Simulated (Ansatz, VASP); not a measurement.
# Cross-check of K12B26O45 (glassy 68B2O3-32K2O (mol %)) between VASP and Ansatz

One calculation is typed for both programs; each brings its own data sets. How far apart do they land? Of the first pair: The structure shown is the start of the Ansatz relaxation below; VASP solves that cell, so the two are compared at the walk's first step.

Method: plane waves, with VASP 6.6.1 beside it; single point at PBE, in Ansatz 0.2.0.

## Step 1: The starting structure

The cell holds 83 atoms: 26 B, 12 K and 45 O. Cell: a = 10.412 Å, b = 10.412 Å, c = 10.412 Å, α = 90.0°, β = 90.0°, γ = 90.0°. As first built, before any earlier steps moved the atoms (in the runner's words): 83 atoms (26 B, 12 K, 45 O) placed at random at 2.19 g/cm^3, melted at 3000 K for 20 ps at fixed volume with the Buckingham and Coulomb pair potential of Guillot and Sator (Geochim. Cosmochim. Acta 71, 1249 (2007)) with the boron terms of Wang et al. (J. Non-Cryst. Solids 498, 294 (2018)). Quenched from 3000 K to 300 K at 100 K/ps and fixed volume, held 10 ps at zero pressure, then minimised at fixed cell.

## Step 2: Ansatz: relaxation, PBE

Ansatz runs on its default PAW (the set named soft_2) files.

The two programs are compared at the cell with which this relaxation starts, whose forces are those of its first step.

File input.yaml:

```yaml
crystal:
  lattice:
    - [10.41178, 0.0, 0.0]
    - [0.0, 10.41178, 0.0]
    - [0.0, 0.0, 10.41178]
  atoms:
    - { symbol: B, position: [0.62407, 0.09273, 0.41654] }
    - { symbol: B, position: [0.97746, 0.71876, 0.00684] }
    - { symbol: B, position: [0.62419, 0.28584, 0.14321] }
    - { symbol: B, position: [0.85517, 0.28789, 0.02731] }
    - { symbol: B, position: [0.3192, 0.67159, 0.06141] }
    - { symbol: B, position: [0.17745, 0.18054, 0.32383] }
    - { symbol: B, position: [0.17215, 0.72858, 0.85959] }
    - { symbol: B, position: [0.87859, 0.12135, 0.83971] }
    - { symbol: B, position: [0.84153, 0.52062, 0.89211] }
    - { symbol: B, position: [0.40904, 0.10394, 0.85574] }
    - { symbol: B, position: [0.15685, 0.57954, 0.25826] }
    - { symbol: B, position: [0.58264, 0.02598, 0.67929] }
    - { symbol: B, position: [0.76808, 0.66308, 0.69569] }
    - { symbol: B, position: [0.75308, 0.28964, 0.68344] }
    - { symbol: B, position: [0.65962, 0.65087, 0.45448] }
    - { symbol: B, position: [0.79184, 0.30375, 0.43091] }
    - { symbol: B, position: [0.64306, 0.85444, 0.29648] }
    - { symbol: B, position: [0.4064, 0.93418, 0.0697] }
    - { symbol: B, position: [0.98857, 0.36966, 0.25526] }
    - { symbol: B, position: [0.70384, 0.50552, 0.25982] }
    - { symbol: B, position: [0.53874, 0.55036, 0.00587] }
    - { symbol: B, position: [0.67497, 0.77251, 0.04123] }
    - { symbol: B, position: [0.5633, 0.32538, 0.85959] }
    - { symbol: B, position: [0.77571, 0.89118, 0.81954] }
    - { symbol: B, position: [0.43174, 0.1319, 0.24616] }
    - { symbol: B, position: [0.88176, 0.68667, 0.23551] }
    - { symbol: K, position: [0.41094, 0.42829, 0.35729] }
    - { symbol: K, position: [0.34476, 0.854, 0.40792] }
    - { symbol: K, position: [0.0088, 0.54019, 0.55505] }
    - { symbol: K, position: [0.12391, 0.38495, 0.82643] }
    - { symbol: K, position: [0.36144, 0.27114, 0.58242] }
    - { symbol: K, position: [0.89234, 0.97372, 0.52036] }
    - { symbol: K, position: [0.12807, 0.03057, 0.05177] }
    - { symbol: K, position: [0.25883, 0.34388, 0.04334] }
    - { symbol: K, position: [0.10254, 0.82155, 0.48341] }
    - { symbol: K, position: [0.45752, 0.74597, 0.73518] }
    - { symbol: K, position: [0.8897, 0.02995, 0.19223] }
    - { symbol: K, position: [0.13245, 0.00232, 0.68196] }
    - { symbol: O, position: [0.29858, 0.18095, 0.26564] }
    - { symbol: O, position: [0.835, 0.19721, 0.73746] }
    - { symbol: O, position: [0.04913, 0.49945, 0.24594] }
    - { symbol: O, position: [0.27875, 0.14917, 0.83956] }
    - { symbol: O, position: [0.69588, 0.65661, 0.58302] }
    - { symbol: O, position: [0.6647, 0.53513, 0.38579] }
    - { symbol: O, position: [0.62025, 0.06686, 0.55716] }
    - { symbol: O, position: [0.2099, 0.59776, 0.37899] }
    - { symbol: O, position: [0.6658, 0.95268, 0.75433] }
    - { symbol: O, position: [0.79474, 0.5881, 0.20724] }
    - { symbol: O, position: [0.66721, 0.97674, 0.3454] }
    - { symbol: O, position: [0.49397, 0.12205, 0.3727] }
    - { symbol: O, position: [0.8779, 0.98834, 0.82972] }
    - { symbol: O, position: [0.07277, 0.78001, 0.93501] }
    - { symbol: O, position: [0.9171, 0.18423, 0.95091] }
    - { symbol: O, position: [0.51099, 0.22, 0.169] }
    - { symbol: O, position: [0.88093, 0.36359, 0.35056] }
    - { symbol: O, position: [0.14235, 0.0814, 0.40508] }
    - { symbol: O, position: [0.46168, 0.0538, 0.73002] }
    - { symbol: O, position: [0.42294, 0.00545, 0.18228] }
    - { symbol: O, position: [0.09136, 0.28001, 0.29856] }
    - { symbol: O, position: [0.78424, 0.33592, 0.56163] }
    - { symbol: O, position: [0.41459, 0.99892, 0.95218] }
    - { symbol: O, position: [0.81442, 0.78064, 0.73957] }
    - { symbol: O, position: [0.54965, 0.44019, 0.92925] }
    - { symbol: O, position: [0.65709, 0.82003, 0.16652] }
    - { symbol: O, position: [0.63903, 0.41174, 0.19078] }
    - { symbol: O, position: [0.94622, 0.74732, 0.13394] }
    - { symbol: O, position: [0.8314, 0.39726, 0.94034] }
    - { symbol: O, position: [0.36779, 0.80509, 0.07748] }
    - { symbol: O, position: [0.73871, 0.84436, 0.9479] }
    - { symbol: O, position: [0.79355, 0.55472, 0.77086] }
    - { symbol: O, position: [0.62853, 0.65106, 0.00374] }
    - { symbol: O, position: [0.16991, 0.72938, 0.72751] }
    - { symbol: O, position: [0.42512, 0.57806, 0.07188] }
    - { symbol: O, position: [0.63995, 0.32001, 0.74875] }
    - { symbol: O, position: [0.71338, 0.20187, 0.39142] }
    - { symbol: O, position: [0.72931, 0.23973, 0.07406] }
    - { symbol: O, position: [0.93851, 0.32736, 0.13181] }
    - { symbol: O, position: [0.61366, 0.75759, 0.38648] }
    - { symbol: O, position: [0.26732, 0.66306, 0.92792] }
    - { symbol: O, position: [0.92195, 0.60991, 0.95139] }
    - { symbol: O, position: [0.21656, 0.63732, 0.15243] }
    - { symbol: O, position: [0.49229, 0.2158, 0.8895] }
    - { symbol: O, position: [0.88476, 0.7348, 0.35911] }
kpoints:
  mp_grid: { grid: [1, 1, 1] }
hamiltonian:
  xc: pbe
scf:
  occupations: { method: fixed }
output:
  forces: true
relax:
  f_tol: 0.05
  max_steps: 200
  cell: {}
```

Launch:

```
$ ansatz run input.yaml --threads 4 --pin off --max-ram 8192MiB --backend cpu --events-out ev --progress --plain --runs-dir out
```

Numbers of over 12 decimals in the logs are rounded to 6 here.

Output:

```text
Engine: ansatz 0.2.0, aarch64-unknown-linux-gnu
Pseudopotentials: kind: paw
Pseudopotential: B, paw, valence charge 3, recommended cutoff 420 eV (normal), B.paw.azcp
Pseudopotential: K, paw, valence charge 9, recommended cutoff 420 eV (normal), K.paw.azcp
Pseudopotential: O, paw, valence charge 6, recommended cutoff 420 eV (normal), O.paw.azcp
Functional definition: PBE
  parameter kappa = 0.804
  parameter beta = 0.066725
  exchange = pbe_x(kappa = kappa, mu = beta*pi^2/3)
  correlation = pbe_c(beta = beta)
Crystal: 83 atoms, lattice volume = 1128.691 Å³
Basis set: ecut = 420 eV, 22119 PW (Γ), exchange–correlation on 144×144×144 points (8 copies of the dense FFT grid, shifted against one another)
Bands: 311, of which v1, the nominal top of the filled ones, is band 228 counted from 1 (227 counted from 0)
Symmetry: 1 space group operations
Space group: P1 (ITA 1), of the structure as read, at distance tolerance 1.0e-4 Å
k-points: 1
Non-local potential: B, projectors of the file, l = 0: 2, l = 1: 2, l = 2: 1
Non-local potential: K, projectors of the file, l = 0: 3, l = 1: 2, l = 2: 2
Non-local potential: O, projectors of the file, l = 0: 2, l = 1: 2, l = 2: 1
PAW form: soft (Blöchl's): semilocal exchange-correlation on the pseudo side does not see the compensation charge
PAW one-centre angular grid: B, 110 points (default); XC on 64 Gauss nodes
PAW one-centre angular grid: K, 110 points (default); XC on 64 Gauss nodes
PAW one-centre angular grid: O, 110 points (default); XC on 64 Gauss nodes
Initial density: superposition of atomic densities (neutral atoms: chi_scale 0, normalization atom), corrected by the library's trained network
Initial wavefunctions: pseudopotential atomic-orbital guess
Functional: x = pbe(κ = 0.804, μ = 0.219515), c = pbe(β = 0.066725)
SCF iter   1: F=—  HF=-48104.765245 eV  |F-HF|=—  |Δ(HF+E_count)|=         —  Δρ=3.60e-3  dr2=2.47e-1  ethr=1.77e-3  ⟨swp⟩=6.0  Hψ=1002  notcnv=0  defer=81
preconditioner: auto → Resta (q_TF=auto, 2.346 Å⁻¹)  ε∞=3.0  [insulator: Δε(μ)=1.907 eV  Ē_g=16.131 eV  n_scr=250 (ndim 8)  ℏωp=23.0 eV  f_vac=0.153  ε∞_Penn≈3.0]
SCF iter   2: F=—  HF=-48104.738566 eV  |F-HF|=—  |Δ(HF+E_count)|=   2.67e-2  Δρ=1.87e-3  dr2=6.98e-2  ethr=5.42e-5  ⟨swp⟩=4.0  Hψ=450  notcnv=0  defer=81
SCF iter   3: F=—  HF=-48104.738616 eV  |F-HF|=—  |Δ(HF+E_count)|=   4.96e-5  Δρ=1.05e-3  dr2=2.03e-2  ethr=1.53e-5  ⟨swp⟩=4.0  Hψ=414  notcnv=0  defer=66
automatic band count: iteration 3 solves 296 bands in place of 311: the levels show a gap, and the empty bands left out lie too high to hold charge; the band table lists the bands solved (type scf.n_extra_bands for more)
SCF iter   4: F=—  HF=-48104.738227 eV  |F-HF|=—  |Δ(HF+E_count)|=   3.88e-4  Δρ=3.75e-4  dr2=2.51e-3  ethr=4.45e-6  ⟨swp⟩=4.0  Hψ=412  notcnv=0  defer=66
SCF iter   5: F=—  HF=-48104.739430 eV  |F-HF|=—  |Δ(HF+E_count)|=   1.20e-3  Δρ=3.02e-4  dr2=1.03e-3  ethr=5.50e-7  ⟨swp⟩=3.0  Hψ=414  notcnv=0  defer=66
SCF iter   6: F=—  HF=-48104.739561 eV  |F-HF|=—  |Δ(HF+E_count)|=   1.31e-4  Δρ=9.05e-5  dr2=9.90e-5  ethr=2.25e-7  ⟨swp⟩=3.0  Hψ=413  notcnv=0  defer=66
SCF iter   7: F=—  HF=-48104.741166 eV  |F-HF|=—  |Δ(HF+E_count)|=   1.61e-3  Δρ=3.60e-5  dr2=1.57e-5  ethr=2.17e-8  ⟨swp⟩=2.0  Hψ=470  notcnv=0  defer=66
SCF iter   8: F=—  HF=-48104.741181 eV  |F-HF|=—  |Δ(HF+E_count)|=   1.44e-5  Δρ=1.60e-5  dr2=2.93e-6  ethr=3.44e-9  ⟨swp⟩=2.0  Hψ=438  notcnv=0  defer=66
SCF iter   9: F=—  HF=-48104.741183 eV  |F-HF|=—  |Δ(HF+E_count)|=   2.86e-6  Δρ=4.32e-6  dr2=2.72e-7  ethr=6.42e-10  ⟨swp⟩=2.0  Hψ=426  notcnv=0  defer=66
SCF iter  10: F=—  HF=-48104.741184 eV  |F-HF|=—  |Δ(HF+E_count)|=   4.88e-7  Δρ=3.41e-6  dr2=1.14e-7  ethr=2.19e-11  ⟨swp⟩=5.0  Hψ=957  notcnv=0
SCF iter  11: F=-48104.741184 eV  HF=-48104.741184 eV  |F-HF|=5.91e-9  |Δ(HF+E_count)|=   9.53e-9  Δρ=8.88e-7  dr2=8.60e-9  ethr=2.19e-11  ⟨swp⟩=4.0  Hψ=831  notcnv=0
SCF 1 converged in 11 iterations: F = -48104.741184 eV  dr2 = 8.60e-9
  greatest PAW one-centre occupation: 0.988 electrons in one spin orbital (limit 2), on the K atom at site 34 (counted from 0), in its partial waves of l = 0
relax step   1: F+E_penalty+E_count = -48104.74118389 eV  Δ(F+E_penalty+E_count) = +0.000e0 eV  max|allowed force component| = 2.553e0 eV/Å  Δτ_max = 0.0000 Å  P = -5.252 GPa  Ω = 1128.691 Å³  (11 SCF iters, dr2 threshold 1.00e-7 eV, accepted)
Crystal: 83 atoms, lattice volume = 1088.615 Å³
Basis set: ecut = 420 eV, 21289 PW (Γ), exchange–correlation on 144×144×144 points (8 copies of the dense FFT grid, shifted against one another)
Initial density: handed on by an earlier stage of this run
Initial wavefunctions: those handed on with the density
iter 1 solved again at ethr=4.53e-4 eV; its pass at ethr=3.10e-3 eV (dr2=2.07e0 eV) is discarded
[...]
atom  59  O     -0.00149541    -0.00292052     0.00394543
  atom  60  O      0.00572209    -0.00732688    -0.00098284
  atom  61  O      0.00001646    -0.00217536     0.00373062
  atom  62  O     -0.00152553    -0.00040796    -0.00484543
  atom  63  O     -0.00805373     0.00161146    -0.00007083
  atom  64  O     -0.00509046    -0.00052429    -0.00132653
  atom  65  O      0.00659891    -0.00159717     0.00116752
  atom  66  O      0.00052855    -0.00220081     0.00313115
  atom  67  O      0.00428701     0.00503281     0.00564308
  atom  68  O     -0.00350672    -0.00436655     0.00211505
  atom  69  O      0.00112983    -0.00154944    -0.00035641
  atom  70  O     -0.00079990     0.00053618     0.00202984
  atom  71  O     -0.00240595    -0.00273319    -0.00112897
  atom  72  O     -0.00014869    -0.00071819    -0.00147048
  atom  73  O     -0.00117249     0.00007949     0.00019350
  atom  74  O      0.00249417    -0.00128942     0.00174926
  atom  75  O     -0.00049303     0.00117312    -0.00085628
  atom  76  O      0.00063302     0.00099305    -0.00314960
  atom  77  O     -0.00167371    -0.00022262     0.00506818
  atom  78  O      0.00154339    -0.00061094     0.00013792
  atom  79  O     -0.00113537    -0.00157322    -0.00134462
  atom  80  O      0.00396801     0.00272638    -0.00932997
  atom  81  O      0.00575311    -0.00193132     0.00258882
  atom  82  O     -0.00605125     0.00437097    -0.00107381
  atom  83  O      0.00252484     0.00180422    -0.00012286
  max |Σ_I F_I| component: 6.03e-6 eV/Å
--- Stress (GPa, compression-positive) ---
        0.013337      -0.002882       0.007578
       -0.002872       0.003156       0.002295
        0.007573       0.002314      -0.013233
  P = ⅓ Tr σ = 0.0011 GPa (0.011 kbar)
--- Relaxed structure (50 steps of the walk, 45 accepted, 3 SCFs on fresh bases) ---
  F+E_penalty+E_count = -48117.09715333 eV   max|allowed force component| = 2.129e-2 eV/Å   (the final SCF, on the basis selected at the relaxed cell)
  cell:  # Å, volume = 1047.4600 Å³
    - [10.433816, -0.545648, 0.820491]
    - [-0.545648, 10.351954, 0.303993]
    - [0.820491, 0.303993, 9.800756]
  atoms:
    - { symbol: B, position: [0.589868, 0.027703, 0.415007] }
    - { symbol: B, position: [1.010184, 0.748365, -0.025366] }
    - { symbol: B, position: [0.639074, 0.301902, 0.193708] }
    - { symbol: B, position: [0.869222, 0.311442, 0.024674] }
    - { symbol: B, position: [0.293535, 0.695233, 0.055207] }
    - { symbol: B, position: [0.160061, 0.126715, 0.338367] }
    - { symbol: B, position: [0.220043, 0.774979, 0.824020] }
    - { symbol: B, position: [0.843972, 0.150349, 0.834864] }
    - { symbol: B, position: [0.891271, 0.545928, 0.873733] }
    - { symbol: B, position: [0.406803, 0.134328, 0.858750] }
    - { symbol: B, position: [0.149606, 0.553998, 0.259712] }
    - { symbol: B, position: [0.569762, 0.00522391, 0.689114] }
    - { symbol: B, position: [0.807940, 0.701146, 0.708784] }
    - { symbol: B, position: [0.714975, 0.283836, 0.672358] }
    - { symbol: B, position: [0.751235, 0.680097, 0.445768] }
    - { symbol: B, position: [0.775373, 0.227856, 0.414387] }
    - { symbol: B, position: [0.613720, 0.795413, 0.314164] }
    - { symbol: B, position: [0.371934, 0.955192, 0.076775] }
    - { symbol: B, position: [1.011409, 0.305695, 0.240487] }
    - { symbol: B, position: [0.752122, 0.506005, 0.298374] }
    - { symbol: B, position: [0.498640, 0.567117, -0.010308] }
    - { symbol: B, position: [0.628621, 0.762745, 0.051448] }
    - { symbol: B, position: [0.551294, 0.340074, 0.868790] }
    - { symbol: B, position: [0.737081, 0.908606, 0.844387] }
    - { symbol: B, position: [0.420169, 0.129122, 0.282534] }
    - { symbol: B, position: [0.874658, 0.707335, 0.206781] }
    - { symbol: K, position: [0.425936, 0.519005, 0.320140] }
    - { symbol: K, position: [0.332490, 0.839398, 0.375438] }
    - { symbol: K, position: [-0.023572, 0.442120, 0.531718] }
    - { symbol: K, position: [0.155291, 0.460144, 0.924786] }
    - { symbol: K, position: [0.458857, 0.288038, 0.554607] }
    - { symbol: K, position: [0.861326, 0.991355, 0.534479] }
    - { symbol: K, position: [0.110326, 0.067514, -0.00718729] }
    - { symbol: K, position: [0.313217, 0.300863, 0.091756] }
    - { symbol: K, position: [0.058669, 0.770253, 0.516143] }
    - { symbol: K, position: [0.499404, 0.723255, 0.695616] }
    - { symbol: K, position: [0.817781, 0.025429, 0.145593] }
    - { symbol: K, position: [0.248389, 0.041660, 0.635321] }
    - { symbol: O, position: [0.292432, 0.182761, 0.329731] }
    - { symbol: O, position: [0.808289, 0.225155, 0.727007] }
    - { symbol: O, position: [0.097853, 0.421948, 0.268139] }
    - { symbol: O, position: [0.303754, 0.202641, 0.827335] }
    - { symbol: O, position: [0.781744, 0.722181, 0.576906] }
    - { symbol: O, position: [0.756065, 0.541612, 0.430695] }
    - { symbol: O, position: [0.599099, -0.026556, 0.552916] }
    - { symbol: O, position: [0.184257, 0.602583, 0.375780] }
    - { symbol: O, position: [0.625119, 0.933552, 0.781513] }
    - { symbol: O, position: [0.827780, 0.581052, 0.187582] }
    - { symbol: O, position: [0.606327, 0.923628, 0.314286] }
    - { symbol: O, position: [0.467403, 0.077632, 0.406799] }
    - { symbol: O, position: [0.839076, 1.019331, 0.825357] }
    - { symbol: O, position: [0.112585, 0.830292, 0.903574] }
    - { symbol: O, position: [0.904858, 0.201835, 0.934480] }
    - { symbol: O, position: [0.512122, 0.246929, 0.219892] }
    - { symbol: O, position: [0.896190, 0.286660, 0.360875] }
    - { symbol: O, position: [0.111591, 0.021162, 0.423607] }
    - { symbol: O, position: [0.482904, 0.091905, 0.723107] }
    - { symbol: O, position: [0.397587, 0.026804, 0.186295] }
    - { symbol: O, position: [0.085342, 0.187768, 0.247435] }
    - { symbol: O, position: [0.711356, 0.276184, 0.534961] }
    - { symbol: O, position: [0.362249, 1.010362, 0.949744] }
    - { symbol: O, position: [0.808200, 0.799605, 0.792203] }
[...]
- { symbol: O, position: [0.734556, 0.269929, 0.096098] }
    - { symbol: O, position: [0.970816, 0.325857, 0.107681] }
    - { symbol: O, position: [0.617266, 0.712680, 0.429696] }
    - { symbol: O, position: [0.291898, 0.704353, 0.903486] }
    - { symbol: O, position: [0.978913, 0.631006, 0.924558] }
    - { symbol: O, position: [0.168772, 0.630085, 0.131799] }
    - { symbol: O, position: [0.503648, 0.220492, 0.924111] }
    - { symbol: O, position: [0.847742, 0.759358, 0.332422] }
```

The column dr2 measures how far the density is from self-consistency, as an energy; F and HF (Harris–Foulkes) agree once it is small.

(Continued in part 2 of 3.)

[Lines on the potential files, build, host, timing and source positions are cut from VASP's logs without a mark.]

[Logs are printed without paths, hosts, clocks, repeated set-up lines and the standing remarks that a program may print on its own settings, such as how far it seeks lower states.]

[Hosts, paths, dates, database ids (printed as entryN), source tags and the programs' standing remarks are cut or masked in the printed files.]
